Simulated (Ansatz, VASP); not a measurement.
**Be2ZnTe2Se: VASP beside Ansatz**

```
Be Zn Te Se
1.0
     3.28442   -6.41439    0.00000
     3.28442    6.41439    0.00000
     0.00000    0.00000    3.22657
Be Zn Te Se
2 1 2 1
Direct
  0.62364 0.37636 0.00000
  0.37636 0.62364 0.00000
  0.00000 0.00000 0.00000
  0.50000 0.00000 0.50000
  0.00000 0.50000 0.50000
  0.50000 0.50000 0.50000
```

Change from the starting cell: species swapped into the CeAlCu2Ni2 type (Cmmm, No. 65).

Alike in both runs: functional PBE; k mesh 4 × 4 × 4; occupations gaussian, width 0.1 eV; no spin polarisation.

Ansatz relaxed the structure, and its values are those at the end. VASP's run is a single point on that final structure, the one shown.

|  | VASP | Ansatz |
| --- | --- | --- |
| version | VASP 6.6.1 | Ansatz 0.2.0 |
| potentials or method | VASP PAW PBE potentials, release 64 (Be, Zn, Te, Se) | scalar-relativistic, plane waves, PAW |
| plane-wave cutoff (eV) | 520 | 420 |
| valence electrons in the cell | 34 | 64 |

Ansatz gave:

```
gap on the k mesh at the Fermi level (eV) : none
pressure (GPa)                            : 0.1
rms of the force components (eV/Å)        : 0.003
```

What did VASP give for the same quantities?

gap on the k mesh at the Fermi level (eV): none; pressure (GPa): 0.2; rms of the force components (eV/Å): 0.008.

A gap of «none» marks a metal or a gap that the smearing closes. The two sets of potentials don't hold the same shells in valence.

Caveats: the k mesh is coarse (spacing up to 0.49 Å⁻¹), so the values aren't converged. The runs have no spin-orbit coupling, so splittings on Te are missing.
